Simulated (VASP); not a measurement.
MnSi (B20) relaxed at rising pressure, in one space group throughout; other phases were not tried. The pressures are those reached. Level of theory: PBEsol GGA, VASP's PBE PAW potentials (set 64) (plane waves; VASP).

The moments were started parallel, and other spin orders were not tried in this run.

| P (GPa) | V (Å³/atom) | k-mesh |
|---|---|---|
| 0.03 | 11.182 | 7×7×7 |
| 4.99 | 10.940 | 7×7×7 |
| 9.93 | 10.721 | 7×7×7 |
| 19.99 | 10.332 | 7×7×7 |
| 30.03 | 10.013 | 7×7×7 |

Fit an equation of state and predict the volume at 45.05 GPa.

Least squares on the third-order Birch-Murnaghan form, P = (3B0/2)(y⁷ − y⁵)[1 + (3/4)(B′ − 4)(y² − 1)] with y = (V0/V)^(1/3), gives V0 = 11.186 Å³/atom, B0 = 212 GPa and B′ = 4.4, and so 9.610 Å³/atom. The run gave 9.632 Å³/atom, +0.2 % from the fit.

Pressures at which the relaxation failed are left out.

The compound is MnSi in the B20 structure.
